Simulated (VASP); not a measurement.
Here is the system:

```xyz
2
Lattice="0.0000 2.1938 2.1938 2.1938 0.0000 2.1938 2.1938 2.1938 0.0000" Properties=species:S:1:pos:R:3 pbc="T T T"
Nb     0.0000     0.0000     0.0000
N      2.1938     2.1938     2.1938
```

Calculation: PBE GGA with D3 dispersion (zero damping), VASP's PBE PAW potentials (set 64) (plane waves; VASP). Numerical set-up: 520 eV cut-off, 16×16×16 Γ-centred mesh, tetrahedra with Blöchl corrections, potentials Nb_sv N.

Predict the energy per atom (σ→0), band gap (on the k-mesh) with the smallest direct gap where there is one.

```yaml
band gap (on the k-mesh): none (metal, semimetal or under 0.01 eV)
energy per atom (σ→0): -10.625 eV/atom
```

The absolute energy has meaning only against runs of the same code, potentials and settings.

The compound is NbN in the rock salt structure, the cubic δ form, which competes with hexagonal ones. It was relaxed first. VASP warned that the highest band is occupied, so more bands are needed.
